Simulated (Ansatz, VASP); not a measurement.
**Cross-check of Zr2CO2 (Zr2CO2 MXene monolayer) between VASP and Ansatz**

Aim: how closely do two programs agree when they are given the same cell, functional and k mesh? The structure shown is the start of the Ansatz relaxation below; VASP solves that cell, so the two are compared at the walk's first step.

Calculated with Ansatz 0.2.0; plane waves, with VASP 6.6.1 beside it; single point at PBE with D3(BJ).

**1. The starting structure**

The cell holds 5 atoms: 2 O, 2 Zr and 1 C. Its edges and angles: a = 3.289 Å, b = 3.289 Å, c = 40.953 Å, α = 90.0°, β = 90.0°, γ = 120.0°. Vacuum lies along c.

As a file:

```cif
data_structure
_symmetry_space_group_name_H-M 'P 1'
_symmetry_Int_Tables_number 1
_cell_length_a 3.2890
_cell_length_b 3.2890
_cell_length_c 40.9529
_cell_angle_alpha 90.000
_cell_angle_beta 90.000
_cell_angle_gamma 120.000
_cell_volume 383.66
loop_
_atom_site_label
_atom_site_type_symbol
_atom_site_fract_x
_atom_site_fract_y
_atom_site_fract_z
_atom_site_occupancy
O1 O 0.33333 0.66667 0.43953 1
O2 O 0.66667 0.33333 0.56047 1
Zr3 Zr 0.66667 0.33333 0.46831 1
Zr4 Zr 0.33333 0.66667 0.53169 1
C5 C 0.00000 0.00000 0.50000 1
```

**2. Ansatz: relaxation, PBE with D3(BJ)**

Ansatz runs on its default PAW (the set named soft_2) files.

The two programs are compared at the cell with which this relaxation starts, whose forces are those of its first step.

File input.yaml:

```yaml
crystal:
  lattice:
    - [3.289, 0.0, 0.0]
    - [-1.6445, 2.848357553, 0.0]
    - [0.0, 0.0, 40.9529467957]
  atoms:
    - { symbol: O, position: [0.3333333333, 0.6666666667, 0.4395288107] }
    - { symbol: Zr, position: [0.6666666667, 0.3333333333, 0.4683111504] }
    - { symbol: C, position: [0.0, 0.0, 0.5] }
    - { symbol: Zr, position: [0.3333333333, 0.6666666667, 0.5316888496] }
    - { symbol: O, position: [0.6666666667, 0.3333333333, 0.5604711893] }
  periodic: [true, true, false]
kpoints:
  mp_grid: { grid: [12, 12, 1] }
hamiltonian:
  xc: pbe
  dispersion: d3bj
scf:
  occupations: { method: fermi_dirac, width: 0.05 }
  convergence: { dr2_threshold: 1.0e-09 }
relax:
  f_tol: 0.004
  max_steps: 90
  cell: {}
output:
  write_potential: true
  write_density: true
  volumetric_format: npy
```

The run is started by

```bash
$ ansatz run input.yaml --threads 2 --pin off --max-ram 3072MiB --backend cpu --events-out ev --progress --plain --runs-dir out
```

Numbers of over 12 decimals in the logs are rounded to 6 here.

The program printed:

```text
Warning: relax.cell: scf.convergence.dr2_threshold = 1e-9 eV is looser than the 2.23622978781e-10 eV advised for a relaxation that steers and ends on the stress (1e-10 eV for each atom of the cell: 5, times the square of relax.cell.stress_2d_tol = 0.05 N/m over 15.0 Å (the atoms' height at the walk's start and 5 Å past either face), 3.344e-2 GPa, over a crystal's default 0.05). What an SCF threshold leaves in a stress goes as its square root, and in the free energy as the threshold itself, and one threshold admits the most on a small cell: [figures from the program's tests cut] Set scf.convergence.dr2_threshold to 2.23622978781e-10 eV or tighter. [rest of the remark cut]
Engine: ansatz 0.2.0, x86_64-unknown-linux-gnu
Pseudopotentials: kind: paw
Pseudopotential: O, paw, valence charge 6, recommended cutoff 420 eV (normal), O.paw.azcp
Pseudopotential: Zr, paw, valence charge 12, recommended cutoff 420 eV (normal), Zr.paw.azcp
Pseudopotential: C, paw, valence charge 4, recommended cutoff 420 eV (normal), C.paw.azcp
Functional definition: PBE
  parameter kappa = 0.804
  parameter beta = 0.066725
  exchange = pbe_x(kappa = kappa, mu = beta*pi^2/3)
  correlation = pbe_c(beta = beta)
Crystal: 5 atoms, lattice volume = 383.657 Å³
Basis set: ecut = 420 eV, 7625 PW (Γ), exchange–correlation on 48×48×576 points (8 copies of the dense FFT grid, shifted against one another)
Bands: 25, of which v1, the nominal top of the filled ones, is band 20 counted from 1 (19 counted from 0)
Symmetry: 12 space group operations
Space group: P-3m1 (ITA 164), of the structure as read, at distance tolerance 7.3e-5 Å
k-points: 19 of 144
Non-local potential: O, projectors of the file, l = 0: 2, l = 1: 2, l = 2: 1
Non-local potential: Zr, projectors of the file, l = 0: 3, l = 1: 2, l = 2: 2, l = 3: 2
Non-local potential: C, projectors of the file, l = 0: 2, l = 1: 2, l = 2: 1
PAW form: soft (Blöchl's): semilocal exchange-correlation on the pseudo side does not see the compensation charge
PAW one-centre angular grid: O, 110 points (default); XC on 64 Gauss nodes
PAW one-centre angular grid: Zr, 590 points (default); XC on 64 Gauss nodes
PAW one-centre angular grid: C, 110 points (default); XC on 64 Gauss nodes
Initial density: superposition of atomic densities (neutral atoms: chi_scale 0, normalization atom), corrected by the library's trained network
Initial wavefunctions: pseudopotential atomic-orbital guess
Functional: x = pbe(κ = 0.804, μ = 0.219515), c = pbe(β = 0.066725)
SCF iter   1: F=—  HF=-9759.728690 eV  |F-HF|=—  |Δ(HF+E_count)|=         —  Δρ=2.13e-3  dr2=2.29e-2  ethr=1.77e-3  ⟨swp⟩=11.1  Hψ=3379  notcnv=0
preconditioner: auto → Resta (q_TF=auto, 1.872 Å⁻¹)  ε∞=2.1  [insulator: Δε(μ)=0.760 eV  Ē_g=8.987 eV  σ=0.050 eV  W_gap=1.00  n_scr=24 (ndim 8)  ℏωp=9.3 eV  f_vac=0.805  D(μ)=0.00/eV (n_scr^D=0)  ε∞_Penn≈2.1  vacuum switching on, ρ_ref=5.9e-3 e/Å³]
SCF iter   2: F=—  HF=-9759.725420 eV  |F-HF|=—  |Δ(HF+E_count)|=   3.27e-3  Δρ=1.48e-3  dr2=9.15e-3  ethr=5.72e-5  ⟨swp⟩=3.2  Hψ=1238  notcnv=0  defer=10
SCF iter   3: F=—  HF=-9759.724696 eV  |F-HF|=—  |Δ(HF+E_count)|=   7.24e-4  Δρ=7.95e-4  dr2=3.37e-3  ethr=2.29e-5  ⟨swp⟩=2.9  Hψ=849  notcnv=0  defer=10
SCF iter   4: F=—  HF=-9759.724766 eV  |F-HF|=—  |Δ(HF+E_count)|=   6.93e-5  Δρ=3.33e-4  dr2=4.67e-4  ethr=8.42e-6  ⟨swp⟩=2.6  Hψ=734  notcnv=0  defer=10
SCF iter   5: F=—  HF=-9759.725110 eV  |F-HF|=—  |Δ(HF+E_count)|=   3.45e-4  Δρ=1.09e-4  dr2=4.43e-5  ethr=1.17e-6  ⟨swp⟩=2.9  Hψ=925  notcnv=0  defer=10
SCF iter   6: F=—  HF=-9759.725309 eV  |F-HF|=—  |Δ(HF+E_count)|=   1.99e-4  Δρ=3.05e-5  dr2=4.32e-6  ethr=1.11e-7  ⟨swp⟩=3.3  Hψ=958  notcnv=0  defer=10
SCF iter   7: F=—  HF=-9759.725316 eV  |F-HF|=—  |Δ(HF+E_count)|=   6.70e-6  Δρ=5.25e-6  dr2=1.24e-7  ethr=1.08e-8  ⟨swp⟩=3.5  Hψ=962  notcnv=0  defer=10
SCF iter   8: F=—  HF=-9759.725314 eV  |F-HF|=—  |Δ(HF+E_count)|=   1.76e-6  Δρ=1.19e-6  dr2=6.38e-9  ethr=3.09e-10  ⟨swp⟩=3.4  Hψ=1071  notcnv=0  defer=10
SCF iter   9: F=-9759.725314 eV  HF=-9759.725314 eV  |F-HF|=8.00e-11  |Δ(HF+E_count)|=  6.22e-10  Δρ=1.52e-7  dr2=7.45e-11  ethr=2.50e-12  ⟨swp⟩=13.7  Hψ=4370  notcnv=0
SCF 1 converged in 9 iterations: F = -9759.725314 eV  dr2 = 7.45e-11
  greatest PAW one-centre occupation: 0.995 electrons in one spin orbital (limit 2), on the Zr atom at site 3 (counted from 0), in its partial waves of l = 0
[...]
SCF iter   1: F=—  HF=-9760.694073 eV  |F-HF|=—  |Δ(HF+E_count)|=         —  Δρ=3.54e-5  dr2=6.68e-6  ethr=1.75e-8  ⟨swp⟩=3.5  Hψ=3782  notcnv=0
preconditioner: auto → Resta (q_TF=auto, 1.871 Å⁻¹)  ε∞=1.9  [insulator: Δε(μ)=0.950 eV  Ē_g=9.549 eV  σ=0.050 eV  W_gap=1.00  n_scr=24 (ndim 8)  ℏωp=9.3 eV  f_vac=0.810  D(μ)=0.00/eV (n_scr^D=0)  ε∞_Penn≈1.9  vacuum switching on, ρ_ref=6.6e-3 e/Å³]
SCF iter   2: F=—  HF=-9760.694094 eV  |F-HF|=—  |Δ(HF+E_count)|=   2.05e-5  Δρ=2.47e-5  dr2=1.97e-6  ethr=1.67e-8  ⟨swp⟩=2.2  Hψ=718  notcnv=0
SCF iter   3: F=—  HF=-9760.694091 eV  |F-HF|=—  |Δ(HF+E_count)|=   2.73e-6  Δρ=1.03e-5  dr2=4.46e-7  ethr=4.93e-9  ⟨swp⟩=3.1  Hψ=927  notcnv=0
SCF iter   4: F=—  HF=-9760.694091 eV  |F-HF|=—  |Δ(HF+E_count)|=   2.27e-8  Δρ=4.61e-6  dr2=9.28e-8  ethr=1.11e-9  ⟨swp⟩=3.5  Hψ=862  notcnv=0
SCF iter   5: F=—  HF=-9760.694091 eV  |F-HF|=—  |Δ(HF+E_count)|=   3.54e-9  Δρ=1.74e-6  dr2=6.40e-9  ethr=2.32e-10  ⟨swp⟩=3.1  Hψ=909  notcnv=0
SCF iter   6: F=-9760.694091 eV  HF=-9760.694091 eV  |F-HF|=2.80e-10  |Δ(HF+E_count)|=   3.06e-9  Δρ=4.64e-7  dr2=4.98e-10  ethr=2.50e-12  ⟨swp⟩=10.4  Hψ=4266  notcnv=0
SCF 6 converged in 6 iterations: F = -9760.694091 eV  dr2 = 4.98e-10
relax step   6: F+E_penalty+E_count = -9760.69409081 eV  Δ(F+E_penalty+E_count) = +6.621e-5 eV  max|allowed force component| = 6.647e-4 eV/Å  Δτ_max = 0.0008 Å  P = +0.000 N/m  Ω = 384.116 Å³  energy of the carried Pulay correction = -2.140e-4 eV  fix = [c, alpha, beta]  reactions: c +0.000 N/m  (6 SCF iters, accepted)
Initial wavefunctions: pseudopotential atomic-orbital guess (no wavefunctions were taken with the density)
iter 1 solved again at ethr=3.33e-8 eV; its pass at ethr=3.10e-3 eV (dr2=1.33e-5 eV) is discarded
SCF iter   1: F=—  HF=-9760.694149 eV  |F-HF|=—  |Δ(HF+E_count)|=         —  Δρ=1.02e-5  dr2=1.46e-8  ethr=3.33e-8  ⟨swp⟩=7.7  Hψ=5959  notcnv=0
preconditioner: auto → Resta (q_TF=auto, 1.871 Å⁻¹)  ε∞=1.9  [insulator: Δε(μ)=0.950 eV  Ē_g=9.550 eV  σ=0.050 eV  W_gap=1.00  n_scr=24 (ndim 8)  ℏωp=9.3 eV  f_vac=0.810  D(μ)=0.00/eV (n_scr^D=0)  ε∞_Penn≈1.9  vacuum switching on, ρ_ref=6.6e-3 e/Å³]
SCF iter   2: F=—  HF=-9760.694260 eV  |F-HF|=—  |Δ(HF+E_count)|=   1.11e-4  Δρ=5.06e-6  dr2=4.02e-9  ethr=3.65e-11  ⟨swp⟩=4.7  Hψ=1483  notcnv=0
SCF iter   3: F=—  HF=-9760.694317 eV  |F-HF|=—  |Δ(HF+E_count)|=   5.70e-5  Δρ=1.24e-6  dr2=3.15e-9  ethr=1.01e-11  ⟨swp⟩=4.2  Hψ=1042  notcnv=0
SCF iter   4: F=-9760.694323 eV  HF=-9760.694322 eV  |F-HF|=2.87e-7  |Δ(HF+E_count)|=   5.50e-6  Δρ=2.35e-7  dr2=1.64e-10  ethr=2.50e-12  ⟨swp⟩=15.5  Hψ=4631  notcnv=0
SCF 7 converged in 4 iterations: F = -9760.694323 eV  dr2 = 1.64e-10
relax step   7: F+E_penalty+E_count = -9760.69432275 eV  Δ(F+E_penalty+E_count) = -2.319e-4 eV  max|allowed force component| = 7.030e-4 eV/Å  Δτ_max = 0.0000 Å  P = +0.012 N/m  Ω = 384.116 Å³  fix = [c, alpha, beta]  reactions: c +0.000 N/m  stress off target by 1.20e-2 N/m on what of the cell is left free  SCF on the basis re-selected at this cell (its energy is not comparable with the rows above)  (4 SCF iters)
basis re-selected at this cell: Δ(F+E_penalty+E_count) = -2.319e-4 eV, ΔP = +0.012 N/m vs the last step (what re-selecting the basis moved, of the pressure what is left beyond the Pulay correction that the steps carried, after the strain that the cell walked since its last selection, with what the two solves' SCF thresholds leave and, on support functions, any second-order correction that the steps lacked; it is no m [...]
WARN: The output density's exchange-correlation potential varies sharply where the density is thin. Do not read a vacuum level from v_tot or v_xc, or from such a field of the output density. On a cell that repeats whose density bears no net charge and no dipole along the vacuum's axis use v_es (v_loc + v_h of the components); under efield.dipole_correction with no amplitude use v_es + v_field, which holds any externa [...]
SCF converged after 4 iterations
Free energy (F): -9760.694323 eV
Harris-Foulkes:  -9760.694322 eV  (|F-HF|=2.87e-7)
Internal energy: -9760.694319 eV  (E = F + TS)
E sigma→0 (E₀):  -9760.694321 eV
Entropy (-TS):   -0.000004 eV (-0.001 meV/atom)
Fermi energy:    -4.929073 eV
--- Per-component energies (eV) ---
  E_band       = -884.289435
  E_kinetic    = 1108.997893
  E_local      = -129180.283395  (includes V_loc(G=0)·N_el)
  E_nonlocal   = 275.555925
  E_hartree    = 63890.438111
  E_xc         = -522.611373
  E_vxc        = -634.398192  (∫ρ·V_xc dr)
  E_paw        = -6320.558621  (= ΣΔE_a)
  E_vpaw       = -235.043781  (= ΣTr[D̂ρ^β])
  E_aug_tail   = 0.004967  (compensation charges beyond the density's cutoff)
  E_ewald      = 60988.814971
  E_disp       = -1.052798  (pairwise vdW)
  E_smearing   = -0.000004  (= −TS)
  E_closure    = -0.000000  (closes the sum)
  Σ components = -9760.694323   (vs F -9760.694323, Δ=0.00e0)
--- Forces (eV/Å), atoms counted from 1 ---
  atom   1  O      0.00000000     0.00000000    -0.00007733
  atom   2  Zr     0.00000000     0.00000000    -0.00070299
  atom   3  C     -0.00000000    -0.00000000     0.00000000
  atom   4  Zr     0.00000000    -0.00000000     0.00070299
  atom   5  O     -0.00000000    -0.00000000     0.00007733
  max |Σ_I F_I| component: 9.25e-18 eV/Å
--- 2D stress c σ (N/m, compression-positive) ---
        0.012030       0.000000       0.000000
        0.000000       0.012030       0.000000
        0.000000       0.000000       0.000000
  P = ½ c Tr σ = 0.0120 N/m
--- Band table (eV; the first three rows and the last of 19) ---
  k-point 0: bands = [... 16 lower, -9.5416, -6.5698, -5.3792, -5.3792, -3.5129, -3.5129, -3.0907, -2.0911, ... 1 higher]
  k-point 1: bands = [... 16 lower, -9.4290, -6.4448, -5.9210, -5.6368, -3.5233, -3.1921, -2.9866, -2.0514, ... 1 higher]
  k-point 2: bands = [... 16 lower, -9.1912, -6.9147, -6.2855, -6.0677, -3.8435, -2.6631, -2.5442, -1.7993, ... 1 higher]
  k-point 18: bands = [... 16 lower, -9.0088, -7.6591, -7.6332, -7.6332, -3.2063, -2.2778, -2.2778, -1.4564, ... 1 higher]
  the weakly bound empty levels are not read free of the cell's end (no_gap_told)
--- Relaxed structure (6 steps of the walk, 6 accepted, 1 SCFs on fresh bases) ---
  F+E_penalty+E_count = -9760.69432275 eV   max|allowed force component| = 7.030e-4 eV/Å   (the final SCF, on the basis selected at the relaxed cell)
  cell:  # Å, volume = 384.1156 Å³
    - [3.290964, 0.0, 0]
    - [-1.645482, 2.850058, 0]
    - [0, 0, 40.9529467957]
  atoms:
    - { symbol: O, position: [0.333333, 0.666667, 0.443375] }
    - { symbol: Zr, position: [0.666667, 0.333333, 0.465950] }
    - { symbol: C, position: [0, 0, 0.500000] }
    - { symbol: Zr, position: [0.333333, 0.666667, 0.534050] }
    - { symbol: O, position: [0.666667, 0.333333, 0.556625] }
```

Reading the cycles: dr2 is the Hartree energy of the density residual (eV), the measure of convergence; HF is the Harris–Foulkes estimate of the energy, which meets the free energy F at convergence.

(Part 1 of 2 ends here.)

[Lines on the potential files, build, host, timing and source positions are cut from VASP's logs without a mark.]

[Logs are printed without paths, hosts, clocks, repeated set-up lines and the standing remarks that a program may print on its own settings, such as how far it seeks lower states.]

[Hosts, paths, dates, database ids (printed as entryN), source tags and the programs' standing remarks are cut or masked in the printed files.]
